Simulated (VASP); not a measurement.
These are LDA (Ceperley-Alder, Perdew-Zunger), VASP's LDA PAW potentials (set 64) (plane waves; VASP) values and carry that method's errors.

VASP ran on this input.

### INCAR
```
! general
SYSTEM  = BN
PREC    = Accurate
ENCUT   = 620
LREAL   = F
LASPH   = T

! electronic loop
EDIFF   = 1E-6
NELM    = 100
ALGO    = Normal

! smearing
ISMEAR  = 0
SIGMA   = 0.05

! ions
IBRION  = 2
NSW     = 40
ISIF    = 3
EDIFFG  = -0.02
PSTRESS = 450

! output
LWAVE   = F
LCHARG  = F
```

File KPOINTS:
```
Automatic mesh
0
Gamma
10 10 6
0 0 0
```

**POSCAR**
```
BN
1
    1.2228674787    -2.1180688428     0.0000000000
    1.2228674787     2.1180688428    -0.0000000000
    0.0000000000     0.0000000000     4.0501331785
B N
2 2
Direct
  0.6666670000   0.3333330000   0.5006613278
  0.3333330000   0.6666670000   0.0006613278
  0.6666670000   0.3333330000   0.8743386722
  0.3333330000   0.6666670000   0.3743386722
```

POTCAR, in this order: B N (LDA.64 set). Program: vasp_std.

The run wrote:

**OSZICAR**
```
       N       E                     dE             d eps       ncg     rms          rms(c)
DAV:   1     0.577783612616E+02    0.57778E+02   -0.98845E+03  1344   0.151E+03
DAV:   2    -0.386062159857E+02   -0.96385E+02   -0.90656E+02  1824   0.291E+02
DAV:   3    -0.412377032112E+02   -0.26315E+01   -0.26210E+01  1780   0.481E+01
DAV:   4    -0.412503998324E+02   -0.12697E-01   -0.12689E-01  1672   0.357E+00
DAV:   5    -0.412505107301E+02   -0.11090E-03   -0.11088E-03  1748   0.295E-01    0.102E+01
DAV:   6    -0.388674792148E+02    0.23830E+01   -0.53230E+00  1544   0.196E+01    0.486E+00
DAV:   7    -0.385538932758E+02    0.31359E+00   -0.36083E-01  1644   0.547E+00    0.270E+00
DAV:   8    -0.384841534987E+02    0.69740E-01   -0.10232E-01  1560   0.291E+00    0.245E-01
DAV:   9    -0.384833912112E+02    0.76229E-03   -0.23229E-03  1736   0.486E-01    0.140E-01
DAV:  10    -0.384833508427E+02    0.40369E-04   -0.10801E-04  1604   0.116E-01    0.192E-02
DAV:  11    -0.384833490946E+02    0.17481E-05   -0.18772E-05  1708   0.369E-02    0.115E-02
DAV:  12    -0.384833489243E+02    0.17024E-06   -0.18198E-06  1076   0.133E-02
   1 F= -.32590563E+02 E0= -.32590563E+02  d E =-.325906E+02
```

**OUTCAR**
```
------------------------ aborting loop because EDIFF is reached ----------------------------------------
  FORCE on cell =-STRESS in cart. coord.  units (eV):
  Direction    XX          YY          ZZ          XY          YZ          ZX
  --------------------------------------------------------------------------------------
  Total        5.9002869      5.9002883      5.9321142      0.0000000     -0.0000000      0.0000000
  in kB      450.5727751    450.5728766    453.0032533      0.0000000     -0.0000000      0.0000000
  external PRESSURE =       1.3829683 kB  Pullay stress =     450.0000000 kB
  volume of cell :       20.98
      direct lattice vectors                 reciprocal lattice vectors
     1.222867479 -2.118068843  0.000000000     0.408875049 -0.236064093  0.000000000
     1.222867479  2.118068843  0.000000000     0.408875049  0.236064093  0.000000000
     0.000000000  0.000000000  4.050133179     0.000000000  0.000000000  0.246905461
  FREE ENERGIE OF THE ION-ELECTRON SYSTEM (eV)
  ---------------------------------------------------
  free  energy   TOTEN  =       -38.4833489243 eV

  energy  without entropy=      -38.4833489243  energy(sigma->0) =      -38.48334892
  enthalpy is  TOTEN    =       -32.5905625367 eV   P V=        5.8927863876

 reached required accuracy - stopping structural energy minimisation
```
(Selected blocks of OUTCAR.)

File OUTCAR:
```
 val. band max:        9.1555588076   @ k =   0.0000   0.0000   0.0000

 cond. band min:      14.0551132928   @ k =   0.3000   0.3000   0.0000


 Fermi energy:         9.3516603590

 k-point     1 :       0.0000    0.0000    0.0000
  band No.  band energies     occupation
      1     -12.5493      2.00000
      2      -7.7731      2.00000
      3      -3.0037      2.00000
      4       6.7504      2.00000
      5       6.7505      2.00000
      6       8.7682      2.00000
      7       9.1555      2.00000
      8       9.1556      2.00000
      9      17.8525      0.00000
     10      17.8525      0.00000
     11      18.2536      0.00000
     12      20.2814      0.00000

 k-point     2 :       0.1000    0.0000    0.0000
  band No.  band energies     occupation
      1     -12.3100      2.00000
      2      -7.5834      2.00000
      3      -2.7719      2.00000
      4       5.7133      2.00000
      5       6.2938      2.00000
      6       8.3119      2.00000
      7       8.5295      2.00000
      8       8.9005      2.00000
      9      17.5889      0.00000
     10      18.3355      0.00000
     11      18.6197      0.00000
     12      20.9081      0.00000

 k-point     3 :       0.2000    0.0000    0.0000
  band No.  band energies     occupation
      1     -11.6007      2.00000
      2      -7.0493      2.00000
      3      -2.0896      2.00000
      4       3.3652      2.00000
      5       5.3226      2.00000
      6       6.3314      2.00000
      7       7.7988      2.00000
      8       8.2401      2.00000
      9      17.0969      0.00000
     10      19.0669      0.00000
     11      19.3372      0.00000
     12      21.3743      0.00000

 k-point     4 :       0.3000   -0.0000    0.0000
  band No.  band energies     occupation
      1     -10.4548      2.00000
      2      -6.3353      2.00000
      3      -1.0319      2.00000
      4       0.8669      2.00000
      5       3.9966      2.00000
      6       4.3773      2.00000
...
```

The compound is BN in the wurtzite structure, a metastable high-pressure form. It was relaxed first under an external pressure of 45 GPa.
